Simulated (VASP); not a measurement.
Data:

```
CELL_PARAMETERS angstrom
      2.28104    -3.95088     0.00000
      2.28104     3.95088     0.00000
      0.00000     0.00000     6.14582
ATOMIC_POSITIONS crystal
  Te 0.00000 0.26452 0.66667
  Te 0.73548 0.73548 0.00000
  Te 0.26452 0.00000 0.33333
```

Calculation: TPSS meta-GGA, VASP's PBE PAW potentials (set 64) (plane waves; VASP 6.6.1). Run with 520 eV cut-off, 6×6×4 Γ-centred mesh, Gaussian smearing of 0.050 eV, potentials Te.

**Question.** The ions and cell shape at fixed volume are relaxed. Give the cell that the relaxation ends in.

**Answer.** 
```
CELL_PARAMETERS angstrom
      2.31731    -4.01370     0.00000
      2.31731     4.01370     0.00000
      0.00000     0.00000     5.95494
ATOMIC_POSITIONS crystal
  Te 0.00000 0.25615 0.66667
  Te 0.74385 0.74385 0.00000
  Te 0.25615 0.00000 0.33333
```
Space group P3_121 (152), at a tolerance of 0.03 Å.

**Question.** How much energy does the relaxation gain?

**Answer.** The energy (σ→0) changes by -9.9 meV/atom, in 4 ionic steps.

The compound is Te in the trig structure. This cell is one point of a volume scan, at 1.06 of the reference volume. Symmetry was kept, so distortions that lower it aren't found.
